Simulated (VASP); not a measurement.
VASP input:

File KPOINTS:
```
Automatic mesh
0
Gamma
1 1 1
0 0 0
```

**INCAR**
```
# general
SYSTEM  = SbRu
PREC    = Accurate
ENCUT   = 300
LREAL   = .FALSE.
LASPH   = .TRUE.

# electronic loop
EDIFF   = 1E-6
NELM    = 100
ALGO    = Normal
LMAXMIX = 4

# smearing
ISMEAR  = 0
SIGMA   = 0.136

# functional
GGA     = PE

# ions
ISIF    = 2

# output
LWAVE   = .FALSE.
LCHARG  = .FALSE.
```

POSCAR:
```
SbRu
3.3137620
  1.0000000000   0.0000000000   0.0000000000
  0.0000000000   1.0000000000   0.0000000000
  0.0000000000   0.0000000000   1.0000000000
Ru Sb
1 1
Cartesian
  0.0000000000   0.0000000000   0.0000000000
  0.5000000000   0.5000000000   0.5000000000
```

POTCAR, in this order: Ru_pv Sb (PBE.64 set). Program: vasp_std.

Question: Write an equivalent input for Ansatz.

Answer: One equivalent input (not run):
Ansatz 0.2 input:
```yaml
crystal:
  lattice:
    - [3.3137620, 0.0000000, 0.0000000]
    - [0.0000000, 3.3137620, 0.0000000]
    - [0.0000000, 0.0000000, 3.3137620]
  atoms:
    - { symbol: Ru, position: [0.0000000, 0.0000000, 0.0000000] }
    - { symbol: Sb, position: [0.5000000, 0.5000000, 0.5000000] }
kpoints:
  mp_grid: { grid: [1, 1, 1] }
hamiltonian:
  xc: pbe
  pseudopotentials: { kind: paw }
scf:
  occupations: { method: gaussian, width: 0.136 }
  max_iter: 100
output: { forces: true, stress: true, eigenvalues: true }
```
The two are equivalent in intent, not identical: each code has its own PAW files, so the cut-off isn't converted (ENCUT is set for VASP's; basis.ecutwfc is left out, and Ansatz then takes the one that its files recommend); Ansatz stops its SCF on the density residual and VASP on the energy change (EDIFF).

The structure was generated: SbRu was put into an ordered model structure, which need not be its known phase. The cell was not relaxed at this level. The k-mesh is coarse (spacing up to 1.90 per Å, 2π included), so the numbers may not be converged in it. The run is one of a series of settings (KPOINTS 1×1×1 Γ-centred mesh against the base run), some of them coarse on purpose.
